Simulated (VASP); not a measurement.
Input of a VASP 6.6.1 run:

Contents of POSCAR:

```
SrTiO3                                  
1.0
    3.8947475960      0.0000000000      0.0000000000
    0.0000000000      3.8947475960      0.0000000000
    0.0000000000      0.0000000000      3.8947475960
  Sr              Ti              O             
     1     1     3
Direct
     0.5000000000000000    0.5000000000000000    0.5000000000000000
     0.0000000000000000    0.0000000000000000    0.0000000000000000
     0.5000000000000000    0.0000000000000000    0.0000000000000000
     0.0000000000000000    0.5000000000000000    0.0000000000000000
     0.0000000000000000    0.0000000000000000    0.5000000000000000
```

Contents of INCAR.step1:

```
SYSTEM = SrTiO3
PREC     = Accurate       ! precision mode
ENCUT    = 520            ! plane-wave cutoff, eV
EDIFF    = 1E-5           ! SCF threshold, eV
ISMEAR   = 0              ! smearing method
SIGMA    = 0.03           ! smearing width, eV
LREAL    = .FALSE.        ! projectors in reciprocal space
LASPH    = .TRUE.         ! aspherical terms in the spheres
NELM     = 80             ! most SCF steps
ALGO     = Normal         ! electronic algorithm
ISIF     = 2              ! what is computed and relaxed
LWAVE    = .TRUE.         ! write WAVECAR
LCHARG   = .FALSE.        ! write CHGCAR
LMAXMIX  = 4              ! l up to which the mixer works
NBANDS   = 28             ! bands
KPAR     = 4            
GGA      = PE             ! functional
```

File INCAR.step2:

```
SYSTEM = SrTiO3
PREC     = Accurate       ! precision mode
ENCUT    = 520            ! plane-wave cutoff, eV
EDIFF    = 1E-7           ! SCF threshold, eV
ISMEAR   = 0              ! smearing method
SIGMA    = 0.03           ! smearing width, eV
LREAL    = .FALSE.        ! projectors in reciprocal space
LASPH    = .TRUE.         ! aspherical terms in the spheres
NELM     = 80             ! most SCF steps
ALGO     = Normal         ! electronic algorithm
ISIF     = 2              ! what is computed and relaxed
LWAVE    = .FALSE.        ! write WAVECAR
LCHARG   = .FALSE.        ! write CHGCAR
LMAXMIX  = 4              ! l up to which the mixer works
GGA      = PE             ! functional
LHFCALC  = .TRUE.         ! exact exchange
HFSCREEN = 0.2            ! screening, 1/A
PRECFOCK = Fast         
NBANDS   = 28             ! bands
KPAR     = 4            
ISTART   = 1
```

Contents of KPOINTS:

```
Automatic mesh
0
G
  4 4 4
  0 0 0
```

The input KPOINTS_OPT:

```
explicit points
4
Reciprocal
 0.0000000000  0.0000000000  0.0000000000 1
 0.5000000000  0.5000000000  0.0000000000 1
 0.5000000000  0.5000000000  0.5000000000 1
 0.0000000000  0.5000000000  0.0000000000 1
```

Potentials or basis: VASP PAW PBE potentials, release 64 (Sr_sv, Ti_sv, O).

Launch:

```console
$ cat potpaw_PBE.64/Sr_sv/POTCAR potpaw_PBE.64/Ti_sv/POTCAR potpaw_PBE.64/O/POTCAR > POTCAR
$ cp INCAR.step1 INCAR
$ mpirun -np 4 vasp_std > vasp.out
$ cp INCAR.step2 INCAR
$ mpirun -np 4 vasp_std > vasp.out
```

**Question.** Estimate the pressure.

**Answer.** 0.7 GPa.

**Question.** Predict the band gap on the k mesh.

**Answer.** 3.33 eV, indirect (least direct gap 3.71 eV).

**Question.** Estimate the band gap along the path.

**Answer.** 3.33 eV, indirect (least direct gap 3.71 eV).

Caveat: the PAW data sets were made with another functional, which shifts forces and pressure a little.
